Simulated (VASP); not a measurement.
Energy against volume of Li2S (antifluorite). Level of theory: vdW-DF-cx, VASP's PBE PAW potentials (set 64) (plane waves; VASP 6.6.1).

```
V (Å³/atom)  E (eV/atom)
-----------  -----------
14.527          -2.92678
14.990          -2.93344
15.454          -2.93581
15.917          -2.93448
16.381          -2.93002
```

### Question
Fit a third-order Birch-Murnaghan equation of state.

### Answer

The volume per atom is 15.51 Å³/atom and the bulk modulus is 41.7 GPa. The pressure derivative of the bulk modulus is 4.22. The lattice constant a is 5.709 Å.

Measured: a 5.716 Å at 293 K (computed value off by -0.1 %), as given by F. Kubel et al., Zeitschrift für Kristallographie - New Crystal Structures (1999), doi:10.1515/ncrs-1999-0303. The calculation is for a static lattice, while the measured a holds thermal and zero-point effects, which are part of the difference.

The compound is Li2S in the antifluorite structure. It was relaxed first.
